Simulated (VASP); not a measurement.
```xyz
4
Lattice="5.0798 0.0000 0.0000 0.0000 5.0798 0.0000 0.0000 0.0000 25.3384" Properties=species:S:1:pos:R:3 pbc="T T T"
Ba     2.5399     0.0000     8.8686
Ba     0.0000     2.5399    11.5197
Ba     2.5399     0.0000    13.8188
Ba     0.0000     2.5399    16.4698
```

Method: r2SCAN meta-GGA, VASP's PBE PAW potentials (set 64) (plane waves; VASP). Settings: PREC = Normal, 400 eV cut-off, 6×6×1 Γ-centred mesh, first-order Methfessel-Paxton smearing of 0.10 eV, potentials Ba_sv.

Unless said otherwise, spin-orbit coupling is left out, though it shifts the bands of the heavy elements here.

**Question.** Predict the energy per atom (σ→0), band gap (on the k-mesh) with the smallest direct gap where there is one.

**Answer.** 
band gap (on the k-mesh): none (metal, semimetal or under 0.01 eV)
energy per atom (σ→0): -26.164 eV/atom

Only differences to runs with the same potentials and settings are physical.

The cell is a thin slab with vacuum, built from Ba (bcc): (100) face.
